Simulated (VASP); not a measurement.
Here is a VASP 6.6.1 calculation.

File INCAR:

```
ALGO = Normal ; EDIFF = 1E-6
ENCUT = 520 ; GGA = CA
ISIF = 2 ; ISMEAR = 1
KPAR = 4 ; LASPH = T
LCHARG = F ; LMAXMIX = 4
LREAL = F ; LWAVE = F
NBANDS = 24 ; NELM = 80
PREC = Accurate ; SIGMA = 0.1
```

The input KPOINTS:

```
k-points
0
Gamma
  16 16 16
```

POSCAR

```
TaAs                                    
1.0
   -1.7163337839      1.7163337839      5.7978075660
    1.7163337839     -1.7163337839      5.7978075660
    1.7163337839      1.7163337839     -5.7978075660
  Ta              As            
     2     2
Direct
     0.5003060497075275    0.0003060497075274    0.5000000000000000
     0.7503060497075275    0.7503060497075275    0.0000000000000000
     0.0822933702924736    0.5822933702924736    0.5000000000000000
     0.3322933702924737    0.3322933702924737    0.0000000000000000
```

File KPOINTS_OPT:

```
explicit points
243
Reciprocal
 0.0000000000  0.0000000000  0.0000000000 1
-0.0357142857  0.0357142857  0.0000000000 1
-0.0714285714  0.0714285714  0.0000000000 1
-0.1071428571  0.1071428571  0.0000000000 1
-0.1428571429  0.1428571429  0.0000000000 1
-0.1785714286  0.1785714286  0.0000000000 1
[... 235 lines left out ...]
-0.4673130800  0.5326869200 -0.0326869200 1
-0.5326869200  0.4673130800  0.0326869200 1
```

Potentials or basis: VASP PAW LDA potentials, release 64 (Ta_pv, As).

Launch:

```console
$ cat potpaw_LDA.64/Ta_pv/POTCAR potpaw_LDA.64/As/POTCAR > POTCAR
$ mpirun -np 4 vasp_std > vasp.out
```

Q: What does it give for the pressure?

A: -3.5 GPa.

Q: Predict the largest force.

A: 0.003 eV/Å.

Q: Predict the band gap along the path.

A: None (metal or under the smearing width).

Levels at the corners of the path, in eV from the Fermi level:
```
point  band 14  band 15  band 16  band 17  band 18  band 19
    Γ    -1.95    -1.63    -1.63     0.88     1.57     2.42
    X    -3.16    -1.08    -1.08     2.81     2.81     3.12
    X    -3.16    -1.08    -1.08     2.81     2.81     3.12
    Y    -3.13    -1.10    -1.10     2.67     2.67     3.03
    Y    -3.13    -1.10    -1.10     2.67     2.67     3.03
    S    -2.41    -1.72    -0.13     0.14     1.75     2.16
    S    -2.41    -1.72    -0.13     0.14     1.75     2.16
    Γ    -1.95    -1.63    -1.63     0.88     1.57     2.42
    Γ    -1.95    -1.63    -1.63     0.88     1.57     2.42
    Z    -2.84    -0.88    -0.88     1.21     1.21     2.34
    Z    -2.84    -0.88    -0.88     1.21     1.21     2.34
   S1    -2.41    -1.72    -0.13     0.14     1.75     2.16
   S1    -2.41    -1.72    -0.13     0.14     1.75     2.16
    N    -2.25    -1.57    -0.21     0.11     1.40     2.31
    N    -2.25    -1.57    -0.21     0.11     1.40     2.31
    P    -3.17    -1.07    -1.07     2.82     2.82     3.11
    P    -3.17    -1.07    -1.07     2.82     2.82     3.11
   Y1    -3.13    -1.10    -1.10     2.67     2.67     3.03
   Y1    -3.13    -1.10    -1.10     2.67     2.67     3.03
    Z    -2.84    -0.88    -0.88     1.21     1.21     2.34
    X    -3.16    -1.08    -1.08     2.81     2.81     3.12
    P    -3.17    -1.07    -1.07     2.82     2.82     3.11
```

Caveat: spin-orbit coupling is left out, which moves the levels of the heavy elements.
